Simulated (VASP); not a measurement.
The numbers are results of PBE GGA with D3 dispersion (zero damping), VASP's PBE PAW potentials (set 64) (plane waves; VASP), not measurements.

VASP ran on this input.

File KPOINTS:
```
Automatic mesh
0
G
10 10 10
0 0 0
```

**INCAR**
```
SYSTEM = GaN
PREC = Accurate
ENCUT = 520
EDIFF = 1E-7
NELM = 100
ALGO = Normal
LREAL = .FALSE.
LASPH = .TRUE.
ISMEAR = 0
SIGMA = 0.05
GGA = PE
IVDW = 11
LMAXMIX = 4
LWAVE = .FALSE.
LCHARG = .FALSE.
ISIF = 2
```

### POSCAR
```
GaN
1
    0.0000000000     2.3061382525     2.3061382525
    2.3061382525     0.0000000000     2.3061382525
    2.3061382525     2.3061382525     0.0000000000
Ga N
1 1
Direct
  0.0000000000   0.0000000000   0.0000000000
  0.2500000000   0.2500000000   0.2500000000
```

POTCAR, in this order: Ga_d N (PBE.64 set). Program: vasp_std.

What VASP printed:

### OUTCAR
```
 ion  position               nearest neighbor table
   1  0.000  0.000  0.000-   2 2.00   2 2.00   2 2.00   2 2.00
   2  0.250  0.250  0.250-   1 2.00   1 2.00   1 2.00   1 2.00
  LATTYP: Found a face centered cubic cell.
 ALAT       =     4.6122765050
 Subroutine PRICEL returns:
 Original cell was already a primitive cell.
 Subroutine GETGRP returns: Found 24 space group operations
The static configuration has the point symmetry T_d .
The dynamic configuration has the point symmetry T_d .
 Subroutine INISYM returns: Found 24 space group operations
 Subroutine IBZKPT returns following result:
 Found     47 irreducible k-points:

 Following reciprocal coordinates:
            Coordinates               Weight
  0.000000  0.000000  0.000000      1.000000
  0.100000  0.000000  0.000000      8.000000
  0.200000  0.000000  0.000000      8.000000
  0.300000  0.000000  0.000000      8.000000
  0.400000  0.000000  0.000000      8.000000
  0.500000  0.000000  0.000000      4.000000
  0.100000  0.100000  0.000000      6.000000
  0.200000  0.100000  0.000000     24.000000
  0.300000  0.100000  0.000000     24.000000
...
```

OSZICAR:
```
       N       E                     dE             d eps       ncg     rms          rms(c)
DAV:   1     0.910179210223E+02    0.91018E+02   -0.98808E+03  1320   0.241E+03
DAV:   2    -0.614324047248E+01   -0.97161E+02   -0.91596E+02  1383   0.366E+02
DAV:   3    -0.138862100212E+02   -0.77430E+01   -0.76949E+01  1377   0.908E+01
DAV:   4    -0.140287358182E+02   -0.14253E+00   -0.14232E+00  1505   0.132E+01
DAV:   5    -0.140306007717E+02   -0.18650E-02   -0.18649E-02  1345   0.134E+00    0.749E+00
DAV:   6    -0.121393490059E+02    0.18913E+01   -0.60953E+00  1863   0.464E+01    0.270E+00
DAV:   7    -0.121421720631E+02   -0.28231E-02   -0.32304E-01  1227   0.835E+00    0.176E+00
DAV:   8    -0.121394930731E+02    0.26790E-02   -0.87755E-02  1370   0.430E+00    0.917E-01
DAV:   9    -0.121331216241E+02    0.63714E-02   -0.21428E-02  1853   0.339E+00    0.246E-01
DAV:  10    -0.121335791922E+02   -0.45757E-03   -0.15453E-03  1248   0.542E-01    0.112E-01
DAV:  11    -0.121334967354E+02    0.82457E-04   -0.28335E-04  1810   0.346E-01    0.776E-03
DAV:  12    -0.121335018530E+02   -0.51176E-05   -0.27551E-05  1322   0.683E-02    0.431E-03
DAV:  13    -0.121335018279E+02    0.25085E-07   -0.11492E-06  1440   0.115E-02    0.101E-03
DAV:  14    -0.121335018035E+02    0.24395E-07   -0.53971E-08   816   0.361E-03
   1 F= -.12453531E+02 E0= -.12453531E+02  d E =-.929015E-11
```

File OUTCAR:
```
------------------------ aborting loop because EDIFF is reached ----------------------------------------
 Edisp (eV)   -0.32003
  FORCE on cell =-STRESS in cart. coord.  units (eV):
  Direction    XX          YY          ZZ          XY          YZ          ZX
  --------------------------------------------------------------------------------------
  Total      -1.39337    -1.39337    -1.39337     0.00000    -0.00000     0.00000
  in kB     -91.01028   -91.01028   -91.01028     0.00000    -0.00000     0.00000
  external pressure =      -91.01 kB  Pullay stress =        0.00 kB
  volume of cell :       24.53
      direct lattice vectors                 reciprocal lattice vectors
     0.000000000  2.306138252  2.306138252    -0.216812674  0.216812674  0.216812674
     2.306138252  0.000000000  2.306138252     0.216812674 -0.216812674  0.216812674
     2.306138252  2.306138252  0.000000000     0.216812674  0.216812674 -0.216812674
  FREE ENERGIE OF THE ION-ELECTRON SYSTEM (eV)
  ---------------------------------------------------
  free  energy   TOTEN  =       -12.4535305976 eV

  energy  without entropy=      -12.4535305976  energy(sigma->0) =      -12.45353060
```
(Selected blocks of OUTCAR.)

The compound is GaN in the zinc blende structure, a metastable form; wurtzite is the usual one. This cell is one point of a volume scan, at 1.06 of the reference volume.
